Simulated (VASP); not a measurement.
Output of a VASP run:

File OSZICAR:
```
       N       E                     dE             d eps       ncg     rms          rms(c)
DAV:   1     0.122604421396E+03    0.12260E+03   -0.10762E+04  4890   0.142E+03
DAV:   2    -0.213047463309E+02   -0.14391E+03   -0.14210E+03  5674   0.351E+02
DAV:   3    -0.250896571676E+02   -0.37849E+01   -0.36997E+01  6458   0.501E+01
DAV:   4    -0.251129198185E+02   -0.23263E-01   -0.23260E-01  5632   0.466E+00
DAV:   5    -0.251131880334E+02   -0.26821E-03   -0.26821E-03  6458   0.492E-01    0.315E+01
DAV:   6    -0.244442793531E+02    0.66891E+00   -0.31480E+00  5856   0.144E+01    0.124E+01
DAV:   7    -0.243594103721E+02    0.84869E-01   -0.13752E-01  5485   0.263E+00    0.478E+00
DAV:   8    -0.243437039963E+02    0.15706E-01   -0.22401E-02  6346   0.134E+00    0.304E-01
DAV:   9    -0.243433326408E+02    0.37136E-03   -0.78811E-04  5807   0.249E-01    0.165E-01
DAV:  10    -0.243432688649E+02    0.63776E-04   -0.19890E-04  6157   0.142E-01    0.428E-02
DAV:  11    -0.243432663323E+02    0.25326E-05   -0.20333E-05  6045   0.368E-02    0.133E-02
DAV:  12    -0.243432666882E+02   -0.35586E-06   -0.71389E-07  6039   0.700E-03    0.349E-03
DAV:  13    -0.243432660704E+02    0.61778E-06   -0.12201E-07  3588   0.398E-03    0.468E-04
DAV:  14    -0.243432660333E+02    0.37078E-07   -0.13232E-08  3089   0.119E-03
   1 F= -.24343266E+02 E0= -.24343277E+02  d E =-.243433E+02
       N       E                     dE             d eps       ncg     rms          rms(c)
DAV:   1    -0.243470390006E+02   -0.37729E-02   -0.21229E-01  5254   0.264E+00    0.338E-01
DAV:   2    -0.243471410211E+02   -0.10202E-03   -0.62983E-03  6311   0.557E-01    0.170E-01
DAV:   3    -0.243470694176E+02    0.71604E-04   -0.22520E-04  5711   0.105E-01    0.638E-02
DAV:   4    -0.243470693836E+02    0.33937E-07   -0.38127E-05  6248   0.398E-02    0.139E-02
DAV:   5    -0.243470686781E+02    0.70549E-06   -0.55917E-06  5835   0.179E-02    0.691E-03
DAV:   6    -0.243470685742E+02    0.10393E-06   -0.26700E-07  5402   0.410E-03    0.151E-03
DAV:   7    -0.243470685781E+02   -0.38899E-08   -0.59374E-08  2879   0.199E-03
   2 F= -.24347069E+02 E0= -.24347092E+02  d E =-.380254E-02
       N       E                     dE             d eps       ncg     rms          rms(c)
DAV:   1    -0.243476568024E+02   -0.58823E-03   -0.15287E-02  5240   0.706E-01    0.902E-02
DAV:   2    -0.243476653097E+02   -0.85073E-05   -0.44092E-04  6297   0.147E-01    0.442E-02
DAV:   3    -0.243476608705E+02    0.44392E-05   -0.15552E-05  5649   0.275E-02    0.161E-02
DAV:   4    -0.243476611478E+02   -0.27734E-06   -0.25149E-06  6248   0.102E-02    0.367E-03
DAV:   5    -0.243476611714E+02   -0.23580E-07   -0.37291E-07  5415   0.462E-03
   3 F= -.24347661E+02 E0= -.24347706E+02  d E =-.439514E-02
```

OUTCAR:
```
------------------------ aborting loop because EDIFF is reached ----------------------------------------
  FORCE on cell =-STRESS in cart. coord.  units (eV):
  Direction    XX          YY          ZZ          XY          YZ          ZX
  --------------------------------------------------------------------------------------
  Total        7.5700528      7.5700528      8.7706535      0.0000000     -0.0000000      0.0000000
  in kB      334.1670325    334.1670325    387.1654929      0.0000000     -0.0000000      0.0000000
  external PRESSURE =     351.8331860 kB  Pullay stress =       0.0000000 kB
  volume of cell :       36.29
      direct lattice vectors                 reciprocal lattice vectors
    -1.549941085  1.549941085  3.777074223     0.000000000  0.322592907  0.132377595
     1.549941085 -1.549941085  3.777074223     0.322592907  0.000000000  0.132377595
     1.549941085  1.549941085 -3.777074223     0.322592907  0.322592907  0.000000000
 POSITION                                       TOTAL-FORCE (eV/Angst)
 -----------------------------------------------------------------------------------
      0.00000      0.00000      5.04041        -0.000000     -0.000000      0.000104
      0.00000      0.00000      2.51374         0.000000      0.000000     -0.000104
      0.00000      0.00000      0.00000         0.000000      0.000000      0.000000
 -----------------------------------------------------------------------------------
    total drift:                                0.000000     -0.000000     -0.000000
  FREE ENERGIE OF THE ION-ELECTRON SYSTEM (eV)
  ---------------------------------------------------
  free  energy   TOTEN  =       -24.3476611714 eV

  energy  without entropy=      -24.3477944854  energy(sigma->0) =      -24.34770561

 reached required accuracy - stopping structural energy minimisation
```
(Selected blocks of OUTCAR.)

### POSCAR
```
WSi2
1
   -1.5499410851     1.5499410851     3.7770742227
    1.5499410851    -1.5499410851     3.7770742227
    1.5499410851     1.5499410851    -3.7770742227
Si W
2 1
Direct
  0.6655888877   0.6655888877   0.0000000000
  0.3344111123   0.3344111123   0.0000000000
  0.0000000000   0.0000000000   0.0000000000
```

Task: Reconstruct the remaining input files.

Result: This is not unique; one that fits is the input of the run itself, PBE GGA, plane waves, VASP's PBE PAW potentials (set 64).

**KPOINTS**
```
Automatic mesh
0
Gamma
12 12 12
0 0 0
```

INCAR:
```
! general
SYSTEM =WSi2
PREC   =Accurate
ENCUT  =480
LREAL  =.False.
LASPH  =.True.

! electronic loop
EDIFF  =1E-7
NELM   =100
ALGO   =Normal
LMAXMIX=6

! smearing
ISMEAR =1
SIGMA  =0.1

! functional
GGA    =PE

! ions
IBRION =2
NSW    =30
ISIF   =2
EDIFFG =-0.01

! output
LWAVE  =.False.
LCHARG =.False.
```

POTCAR, in this order: Si W_sv (PBE.64 set). Program: vasp_std.

The compound is WSi2 in the MoSi2 type structure. This cell was strained or had an atom moved on purpose. Symmetry was kept, so distortions that lower it aren't found.
